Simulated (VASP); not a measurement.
Input of a VASP 6.6.1 run:

INCAR

```
  PREC = Accurate
  ENCUT = 600
  EDIFF = 1E-6
  ISMEAR = -1
  SIGMA = 0.05
  LREAL = F
  LASPH = T
  NELM = 60
  ALGO = Normal
  ISIF = 3
  LWAVE = F
  LCHARG = F
  GGA = PS
  IBRION = 2
  NSW = 40
  EDIFFG = -0.005
```

KPOINTS

```
regular mesh
0
Gamma
  5 5 5
```

File POSCAR:

```
Zn6C
1.0
   -3.1573100000      3.1573100000      3.1573100000
    3.1573100000     -3.1573100000      3.1573100000
    3.1573100000      3.1573100000     -3.1573100000
Zn C
6 1
Direct
    0.0000000000      0.3204500000      0.3204500000
    0.0000000000      0.6795500000      0.6795500000
    0.3204500000      0.0000000000      0.3204500000
    0.6795500000      0.0000000000      0.6795500000
    0.3204500000      0.3204500000      0.0000000000
    0.6795500000      0.6795500000      0.0000000000
    0.0000000000      0.0000000000      0.0000000000
```

Potentials or basis: VASP PAW PBE potentials, release 64 (Zn, C).

The run is started by

```bash
$ cat potpaw_PBE.64/Zn/POTCAR potpaw_PBE.64/C/POTCAR > POTCAR
$ mpirun -np 1 vasp_std > vasp.out
```

**Question.** What does it give for the relaxed cell?

**Answer.** a = 5.385 Å, b = 5.385 Å, c = 5.385 Å, α = 109.47°, β = 109.47°, γ = 109.47°.

**Question.** Predict the band gap on the k mesh.

**Answer.** None (metal or under the smearing width).

Step by step:
```tsv
step	energy change (eV)	largest force (eV/Å)	pressure (GPa)	volume (Å³)
1	0.0000	0.0324	-3.16	125.90
2	-0.0585	0.0705	0.35	119.54
3	-0.0593	0.0596	0.00	120.12
4	-0.0593	0.0573	-0.06	120.24
5	-0.0595	0.0336	-0.03	120.16
6	-0.0596	0.0013	-0.04	120.19
```

Caveat: the PAW data sets were made with another functional, which shifts forces and pressure a little.
